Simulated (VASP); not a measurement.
**CdS (Hawleyite): what moves the LDA gap besides the functional**

Aim: test what besides the functional moves the gap of CdS (Hawleyite). The starting structure is a measured crystal structure from the Crystallography Open Database. Cell and atoms stay as given unless a step says otherwise.

Program: VASP 6.6.1. Level of theory: Kohn-Sham DFT with plane waves and PAW; LDA. Results are calculated unless marked as measured.

### Step 1. Set-up

Symmetry: F-43m, No. 216, cubic system. The conventional cell has a = 5.833 Å, b = 5.833 Å, c = 5.833 Å, α = 90.00°, β = 90.00°, γ = 90.00°. Nearest to Cd lie 4 S at 2.53 Å. S has 4 Cd at 2.53 Å nearest. Farther neighbours and most contacts between anions are not listed.

Structure file:

```cif
data_structure
_symmetry_space_group_name_H-M 'F-43m'
_symmetry_Int_Tables_number 216
_cell_length_a 5.8330
_cell_length_b 5.8330
_cell_length_c 5.8330
_cell_angle_alpha 90.000
_cell_angle_beta 90.000
_cell_angle_gamma 90.000
_cell_volume 198.46
loop_
_atom_site_label
_atom_site_type_symbol
_atom_site_symmetry_multiplicity
_atom_site_Wyckoff_symbol
_atom_site_fract_x
_atom_site_fract_y
_atom_site_fract_z
_atom_site_occupancy
Cd1 Cd 4 a 0.00000 0.00000 0.00000 1
S1 S 4 c 0.25000 0.25000 0.25000 1
```

### Step 2. Reference bands

File INCAR:

```
SYSTEM = CdS
PREC = Accurate
ENCUT = 350
EDIFF = 1E-06
NELM = 100
ISMEAR = 0
SIGMA = 0.03
LREAL = .FALSE.
ALGO = Normal
GGA = CA
NBANDS = 21
LORBIT = 11
LWAVE = .FALSE.
LCHARG = .FALSE.
KPAR = 4
LASPH = .TRUE.
```

File POSCAR:

```
CdS
1.0
    0.0000000000      2.9165000000      2.9165000000
    2.9165000000      0.0000000000      2.9165000000
    2.9165000000      2.9165000000      0.0000000000
Cd S
1 1
Direct
    0.0000000000      0.0000000000      0.0000000000
    0.7500000000      0.7500000000      0.7500000000
```

File KPOINTS:

```
Automatic mesh
0
Gamma
6 6 6
0 0 0
```

File KPOINTS_OPT:

```
Line mode
10
Line-mode
Reciprocal
  0.00000000   0.00000000   0.00000000 GAMMA
  0.50000000   0.00000000   0.50000000 X

  0.50000000   0.00000000   0.50000000 X
  0.50000000   0.25000000   0.75000000 W

  0.50000000   0.25000000   0.75000000 W
  0.37500000   0.37500000   0.75000000 K

  0.37500000   0.37500000   0.75000000 K
  0.00000000   0.00000000   0.00000000 GAMMA

  0.00000000   0.00000000   0.00000000 GAMMA
  0.50000000   0.50000000   0.50000000 L

  0.50000000   0.50000000   0.50000000 L
  0.62500000   0.25000000   0.62500000 U

  0.62500000   0.25000000   0.62500000 U
  0.50000000   0.25000000   0.75000000 W

  0.50000000   0.25000000   0.75000000 W
  0.50000000   0.50000000   0.50000000 L

  0.50000000   0.50000000   0.50000000 L
  0.37500000   0.37500000   0.75000000 K

  0.62500000   0.25000000   0.62500000 U
  0.50000000   0.00000000   0.50000000 X
```

Potentials, in the order of the species: Cd and S (LDA family, release 64).

On the command line:

```bash
$ mpirun -np 4 vasp_std
```

The log of the run:

```text
[banner, memory and clock lines left out]
running    4 mpi-ranks, on    1 nodes
 distrk:  each k-point on    1 cores,    4 groups
 distr:  one band on    1 cores,    1 groups

 POSCAR found type information on POSCAR CdS
 POSCAR found :  2 types and       2 ions
 LDA part: xc-table for (Slater(with rela. corr.)+CA(PZ))
 , standard interpolation
 POSCAR, INCAR and KPOINTS ok, starting setup
 FFT: planning ... GRIDC
 FFT: planning ... GRID_SOFT
 FFT: planning ... GRID
 WAVECAR not read
 entering main loop
       N       E                     dE             d eps       ncg     rms          rms(c)
DAV:   1     0.900317228296E+02    0.90032E+02   -0.69525E+03   720   0.567E+02
DAV:   2    -0.435634427608E+01   -0.94388E+02   -0.88819E+02   767   0.183E+02
DAV:   3    -0.789142744780E+01   -0.35351E+01   -0.35150E+01   818   0.371E+01
DAV:   4    -0.790975225379E+01   -0.18325E-01   -0.18323E-01   757   0.258E+00
DAV:   5    -0.790991157033E+01   -0.15932E-03   -0.15931E-03   817   0.221E-01    0.822E+00
DAV:   6    -0.742508194143E+01    0.48483E+00   -0.46346E-01   882   0.865E+00    0.658E+00
DAV:   7    -0.739729969143E+01    0.27782E-01   -0.12862E-01   812   0.205E+00    0.302E+00
DAV:   8    -0.739158644095E+01    0.57133E-02   -0.13253E-02   747   0.109E+00    0.230E-01
DAV:   9    -0.739119982040E+01    0.38662E-03   -0.11785E-03   832   0.441E-01    0.743E-02
DAV:  10    -0.739119624411E+01    0.35763E-05   -0.11108E-04   767   0.105E-01    0.599E-02
DAV:  11    -0.739120448696E+01   -0.82429E-05   -0.36506E-05   780   0.350E-02    0.243E-02
DAV:  12    -0.739120221217E+01    0.22748E-05   -0.41646E-06   811   0.220E-02    0.710E-03
DAV:  13    -0.739120227808E+01   -0.65906E-07   -0.80325E-07   481   0.450E-03
   1 F= -.73912023E+01 E0= -.73912023E+01  d E =-.414789E-27
 Start KPOINTS_OPT (optional k-point list driver)
k-point batch [1-16\100]
       N       E                     dE             ncg
DAV:   1     0.797973511947E+02   -0.59364E+04      712
DAV:   2    -0.136607538096E+04   -0.14459E+04      762
DAV:   3    -0.142000463336E+04   -0.53929E+02      797
DAV:   4    -0.142026260658E+04   -0.25797E+00      772
DAV:   5    -0.142026472439E+04   -0.21178E-02      835
DAV:   6    -0.142026474907E+04   -0.24687E-04      806
DAV:   7    -0.142026474938E+04   -0.30278E-06      692
[...]
k-point batch [97-100\100]
       N       E                     dE             ncg
DAV:   1     0.616475368564E+04   -0.21325E+04      200
DAV:   2     0.583298262669E+04   -0.33177E+03      201
DAV:   3     0.582180112098E+04   -0.11182E+02      203
DAV:   4     0.582174935592E+04   -0.51765E-01      193
DAV:   5     0.582174893694E+04   -0.41898E-03      208
DAV:   6     0.582174893212E+04   -0.48225E-05      188
DAV:   7     0.582174893206E+04   -0.60205E-07      184
```

Elapsed: 9.8 s, on 4 MPI ranks of Intel Xeon 6975P-C (Granite Rapids), shared host; peak memory 0.55 GiB.

Lines that name or quote the potential files are left out of all logs, and their timing lines are given in words.

Parts of OUTCAR (step 2):

```text
ion  position               nearest neighbor table
   1  0.000  0.000  0.000-   2 2.53   2 2.53   2 2.53   2 2.53
   2  0.750  0.750  0.750-   1 2.53   1 2.53   1 2.53   1 2.53

  LATTYP: Found a face centered cubic cell.
 ALAT       =     5.8330000000

 Subroutine GETGRP returns: Found 24 space group operations
 (whereof 24 operations were pure point group operations)

The static configuration has the point symmetry T_d .

 Found     16 irreducible k-points:

   k-points           NKPTS =     16   k-points in BZ     NKDIM =     16   number of bands    NBANDS=     21

   dimension x,y,z NGX =    28 NGY =   28 NGZ =   28
   dimension x,y,z NGXF=    56 NGYF=   56 NGZF=   56

   ENCUT  =  350.0 eV  25.72 Ry    5.07 a.u.   6.29  6.29  6.29*2*pi/ulx,y,z

   NELECT =      18.0000    total number of electrons

 k-points in reciprocal lattice and weights: Automatic mesh
   0.00000000  0.00000000  0.00000000       0.005
   0.16666667  0.00000000  0.00000000       0.037
   0.33333333  0.00000000  0.00000000       0.037
   0.50000000  0.00000000  0.00000000       0.019
   0.16666667  0.16666667  0.00000000       0.028
   0.33333333  0.16666667  0.00000000       0.111
   0.50000000  0.16666667  0.00000000       0.111
  -0.33333333  0.16666667  0.00000000       0.111
  -0.16666667  0.16666667  0.00000000       0.056
[...]
-0.33333333  0.33333333  0.16666667       0.111
  -0.33333333  0.50000000  0.16666667       0.056

 average (electrostatic) potential at core
       1 -40.0994       2 -89.8407

 E-fermi :   1.3545

 k-point     1 :       0.0000    0.0000    0.0000
  band No.  band energies     occupation
    ...
      5      -6.1506      2.00000
      6      -6.1506      2.00000
      7       1.1327      2.00000
      8       1.1327      2.00000
      9       1.1327      2.00000
     10       2.0187      0.00000
     11       7.4895      0.00000
     12       7.4895      0.00000
     13       7.4895      0.00000
     14      12.2050      0.00000
    ...

 k-point     2 :       0.1667    0.0000    0.0000
  band No.  band energies     occupation
    ...
      5      -6.1519      2.00000
      6      -6.1519      2.00000
      7      -0.4529      2.00000
      8       0.9213      2.00000
      9       0.9213      2.00000
     10       3.2357      0.00000
     11       7.1321      0.00000
     12       7.8117      0.00000
     13       7.8117      0.00000
     14      11.7212      0.00000
    ...

 k-point     3 :       0.3333    0.0000    0.0000
  band No.  band energies     occupation
    ...
      5      -6.1348      2.00000
      6      -6.1348      2.00000
      7      -2.3708      2.00000
      8       0.5391      2.00000
      9       0.5391      2.00000
     10       3.8802      0.00000
     11       7.6443      0.00000
     12       8.0454      0.00000
     13       8.0454      0.00000
     14      11.8244      0.00000
    ...

  Total       -0.7371462     -0.7371462     -0.7371462      0.0000000      0.0000000      0.0000000
  in kB      -23.8039095    -23.8039095    -23.8039095      0.0000000      0.0000000      0.0000000
  external PRESSURE =     -23.8039095 kB  Pullay stress =       0.0000000 kB

  energy-cutoff  :      350.00
  volume of cell :       49.62
      direct lattice vectors                 reciprocal lattice vectors
     0.000000000  2.916500000  2.916500000    -0.171438368  0.171438368  0.171438368
     2.916500000  0.000000000  2.916500000     0.171438368 -0.171438368  0.171438368
     2.916500000  2.916500000  0.000000000     0.171438368  0.171438368 -0.171438368

 POSITION                                       TOTAL-FORCE (eV/Angst)
 -----------------------------------------------------------------------------------
      0.00000      0.00000      0.00000        -0.000000      0.000000      0.000000
      4.37475      4.37475      4.37475         0.000000     -0.000000     -0.000000
 -----------------------------------------------------------------------------------
    total drift:                               -0.000000     -0.000000     -0.000000

  FREE ENERGIE OF THE ION-ELECTRON SYSTEM (eV)
  ---------------------------------------------------
  free  energy   TOTEN  =        -7.3912022781 eV

  energy  without entropy=       -7.3912022781  energy(sigma->0) =       -7.39120228

 total charge
# of ion       s       p       d       tot
------------------------------------------
    1        0.442   0.334   9.536  10.312
    2        1.323   2.373   0.000   3.697
--------------------------------------------------
tot          1.765   2.708   9.536  14.009

[... 3 further parts left out ...]
```

Spin-orbit coupling is off here; it would split degenerate levels. At this level the cell is under a tension of 2.4 GPa, so at these settings it is away from equilibrium.

The reference gap is 0.886 eV.

### Step 3. Bands with cell and atoms relaxed by LDA

Against step 2 the input has another starting structure. The cell comes from a relaxation at this level, not shown (47.96 Å³).

INCAR is that of step 2.

File POSCAR:

```
CdS
1.0
    0.0000000000      2.8837844607      2.8837844607
    2.8837844607      0.0000000000      2.8837844607
    2.8837844607      2.8837844607      0.0000000000
Cd S
1 1
Direct
    0.0000000000      0.0000000000      0.0000000000
    0.7500000000      0.7500000000      0.7500000000
```

KPOINTS is that of step 2.

KPOINTS_OPT is that of step 2.

On the command line:

```bash
$ mpirun -np 4 vasp_std
```

The log of the run:

```text
[... set-up lines as in an earlier step ...]
 entering main loop
       N       E                     dE             d eps       ncg     rms          rms(c)
DAV:   1     0.871693431045E+02    0.87169E+02   -0.69814E+03   720   0.569E+02
DAV:   2    -0.450722648892E+01   -0.91677E+02   -0.86082E+02   782   0.182E+02
DAV:   3    -0.790150855347E+01   -0.33943E+01   -0.33767E+01   802   0.364E+01
DAV:   4    -0.791844140048E+01   -0.16933E-01   -0.16932E-01   767   0.252E+00
[...]
DAV:  11    -0.740062143678E+01   -0.82043E-05   -0.39270E-05   755   0.395E-02    0.281E-02
DAV:  12    -0.740061894749E+01    0.24893E-05   -0.54199E-06   836   0.276E-02    0.817E-03
DAV:  13    -0.740061904871E+01   -0.10122E-06   -0.10437E-06   581   0.496E-03
   1 F= -.74006190E+01 E0= -.74006190E+01  d E =-.424176E-28
 Start KPOINTS_OPT (optional k-point list driver)
k-point batch [1-16\100]
       N       E                     dE             ncg
DAV:   1     0.239410085375E+03   -0.56598E+04      704
DAV:   2    -0.130665170520E+04   -0.15461E+04      760
DAV:   3    -0.136357644714E+04   -0.56925E+02      817
DAV:   4    -0.136383493268E+04   -0.25849E+00      767
DAV:   5    -0.136383698825E+04   -0.20556E-02      854
DAV:   6    -0.136383701057E+04   -0.22319E-04      785
DAV:   7    -0.136383701083E+04   -0.25553E-06      698
[...]
k-point batch [97-100\100]
       N       E                     dE             ncg
DAV:   1     0.641660911855E+04   -0.20289E+04      176
DAV:   2     0.603001112607E+04   -0.38660E+03      188
DAV:   3     0.601563633896E+04   -0.14375E+02      203
DAV:   4     0.601556590507E+04   -0.70434E-01      198
DAV:   5     0.601556533479E+04   -0.57028E-03      203
DAV:   6     0.601556532814E+04   -0.66495E-05      208
DAV:   7     0.601556532806E+04   -0.82272E-07      166
```

The job ended after 9.8 s (4 MPI ranks; peak memory 0.56 GiB; 36 s of CPU time).

Parts of OUTCAR (step 3):

```text
  Total       -0.0742945     -0.0742945     -0.0742945     -0.0000000      0.0000000     -0.0000000
  in kB       -2.4816984     -2.4816984     -2.4816984     -0.0000000      0.0000000     -0.0000000
  external PRESSURE =      -2.4816984 kB  Pullay stress =       0.0000000 kB

 POSITION                                       TOTAL-FORCE (eV/Angst)
 -----------------------------------------------------------------------------------
      0.00000      0.00000      0.00000         0.000000      0.000000      0.000000
      4.32568      4.32568      4.32568        -0.000000     -0.000000     -0.000000
 -----------------------------------------------------------------------------------
    total drift:                               -0.000000     -0.000000     -0.000000

  FREE ENERGIE OF THE ION-ELECTRON SYSTEM (eV)
  ---------------------------------------------------
  free  energy   TOTEN  =        -7.4006190487 eV

  energy  without entropy=       -7.4006190487  energy(sigma->0) =       -7.40061905

[... 1 part as in an earlier step ...]

[... 2 further parts left out ...]
[key lines of the parts left out:]
E-fermi :   1.6627
```

With cell and atoms relaxed by LDA the gap is 0.959 eV, +0.073 eV from the reference.

### Step 4. Bands with a 10×10×10 mesh

Against step 2 the input has a 10×10×10 mesh.

INCAR is that of step 3.

File POSCAR:

```
CdS
1.0
    0.0000000000      2.9165000000      2.9165000000
    2.9165000000      0.0000000000      2.9165000000
    2.9165000000      2.9165000000      0.0000000000
Cd S
1 1
Direct
    0.0000000000      0.0000000000      0.0000000000
    0.7500000000      0.7500000000      0.7500000000
```

File KPOINTS:

```
Automatic mesh
0
Gamma
10 10 10
0 0 0
```

KPOINTS_OPT is that of step 3.

On the command line:

```bash
$ mpirun -np 4 vasp_std
```

The log of the run:

```text
[... set-up lines as in an earlier step ...]
 entering main loop
       N       E                     dE             d eps       ncg     rms          rms(c)
DAV:   1     0.876020079194E+02    0.87602E+02   -0.70676E+03  2118   0.571E+02
DAV:   2    -0.442793322875E+01   -0.92030E+02   -0.87007E+02  2277   0.182E+02
DAV:   3    -0.789384501400E+01   -0.34659E+01   -0.34475E+01  2398   0.365E+01
DAV:   4    -0.791122742745E+01   -0.17382E-01   -0.17381E-01  2214   0.255E+00
[...]
DAV:  11    -0.739456747334E+01   -0.77173E-05   -0.34500E-05  2222   0.329E-02    0.217E-02
DAV:  12    -0.739456518797E+01    0.22854E-05   -0.40579E-06  2397   0.212E-02    0.669E-03
DAV:  13    -0.739456526092E+01   -0.72955E-07   -0.85704E-07  1416   0.468E-03
   1 F= -.73945653E+01 E0= -.73945653E+01  d E =-.411280E-26
 Start KPOINTS_OPT (optional k-point list driver)
k-point batch [1-47\100]
       N       E                     dE             ncg
DAV:   1     0.351910071341E+03   -0.16401E+05     2094
DAV:   2    -0.400848547081E+04   -0.43604E+04     2275
DAV:   3    -0.417384929046E+04   -0.16536E+03     2392
DAV:   4    -0.417464001960E+04   -0.79073E+00     2242
DAV:   5    -0.417464634218E+04   -0.63226E-02     2427
DAV:   6    -0.417464641485E+04   -0.72663E-04     2259
DAV:   7    -0.417464641576E+04   -0.91008E-06     2033
[...]
k-point batch [95-100\100]
       N       E                     dE             ncg
DAV:   1     0.203271153655E+05   -0.31285E+04      268
DAV:   2     0.197603248088E+05   -0.56679E+03      290
DAV:   3     0.197386288376E+05   -0.21696E+02      307
DAV:   4     0.197385269728E+05   -0.10186E+00      277
DAV:   5     0.197385261578E+05   -0.81496E-03      315
DAV:   6     0.197385261481E+05   -0.96990E-05      300
DAV:   7     0.197385261480E+05   -0.12378E-06      251
```

Run time: 13 s. Hardware: 4 MPI ranks; peak memory 0.64 GiB; 48 s of CPU time.

OUTCAR, selected parts (step 4):

```text
  Total       -0.7405314     -0.7405314     -0.7405314      0.0000000     -0.0000000      0.0000000
  in kB      -23.9132230    -23.9132230    -23.9132230      0.0000000     -0.0000000      0.0000000
  external PRESSURE =     -23.9132230 kB  Pullay stress =       0.0000000 kB

 POSITION                                       TOTAL-FORCE (eV/Angst)
 -----------------------------------------------------------------------------------
      0.00000      0.00000      0.00000         0.000000      0.000000      0.000000
      4.37475      4.37475      4.37475        -0.000000     -0.000000     -0.000000
 -----------------------------------------------------------------------------------
    total drift:                               -0.000000     -0.000000     -0.000000

  FREE ENERGIE OF THE ION-ELECTRON SYSTEM (eV)
  ---------------------------------------------------
  free  energy   TOTEN  =        -7.3945652609 eV

  energy  without entropy=       -7.3945652609  energy(sigma->0) =       -7.39456526

[... 1 part as in an earlier step ...]

[... 2 further parts left out ...]
[key lines of the parts left out:]
E-fermi :   1.3434
```

With a 10×10×10 mesh the gap is 0.888 eV, +0.002 eV from the reference.

### Step 5. Comparison

| run | gap (eV) | change (eV) | core minutes |
| --- | --- | --- | --- |
| reference | 0.886 | - | 0.653 |
| cell and atoms relaxed by LDA | 0.959 | 0.073 | 0.653 |
| a 10×10×10 mesh | 0.888 | 0.002 | 0.867 |

Core minutes are wall time times ranks of the run shown, on a shared host.

### Step 6. Results

```
reference gap                          : 0.886 eV
gap with cell and atoms relaxed by LDA : 0.959 eV
gap with a 10×10×10 mesh               : 0.888 eV
```

In words: Among the runs that read a gap along the path, the one with cell and atoms relaxed by LDA moves it most, by +0.073 eV. On finer settings it changes by +0.002 eV with a 10×10×10 mesh. The functional's own error isn't tested here. Further runs on this material are not shown.

[Lines on the potential files, build, host, timing and source positions are cut from VASP's logs without a mark.]

[Logs are printed without paths, hosts, clocks, repeated set-up lines and the standing remarks that a program may print on its own settings, such as how far it seeks lower states.]

[Hosts, paths, dates, database ids (printed as entryN), source tags and the programs' standing remarks are cut or masked in the printed files.]
